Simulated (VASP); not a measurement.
These are PBE GGA, VASP's PBE PAW potentials (set 64) (plane waves; VASP) values and carry that method's errors.

The input files of a VASP run:

KPOINTS:
```
Regular mesh
0
Gamma
8 8 5
```

File POSCAR:
```
HfO2
1
    3.5334700000     0.0000000000     0.0000000000
    0.0000000000     3.5334700000     0.0000000000
    0.0000000000     0.0000000000     5.1361740000
Hf O
2 4
Direct
  0.5000000000   0.5000000000   0.5000000000
  0.0000000000   0.0000000000   0.0000000000
  0.0000000000   0.5000000000   0.6972100000
  0.0000000000   0.5000000000   0.1972100000
  0.5000000000   0.0000000000   0.8027900000
  0.5000000000   0.0000000000   0.3027900000
```

### INCAR
```
SYSTEM = HfO2
PREC = Accurate
ENCUT = 400
EDIFF = 1E-6
NELM = 100
ALGO = Normal
LREAL = .FALSE.
LASPH = .TRUE.
ISMEAR = -1
SIGMA = 0.01
GGA = PE
LMAXMIX = 6
LWAVE = .FALSE.
LCHARG = .FALSE.
ISIF = 2
```

POTCAR, in this order: Hf_pv O (PBE.64 set). Program: vasp_std.

Task: What will the output report for the number of irreducible k-points (NKPTS), largest plane-wave count, number of space-group operations, FFT grid (NGX, NGY, NGZ)?

Result: 
```yaml
number of irreducible k-points (NKPTS): 45
largest_plane_wave_count: 1192
number_of_space_group_operations: 16
FFT grid (NGX, NGY, NGZ): 24 × 24 × 36
```

The structure comes from a computed database's HfO2 entry; how it stands against other phases isn't given here. The cell was not relaxed at this level.
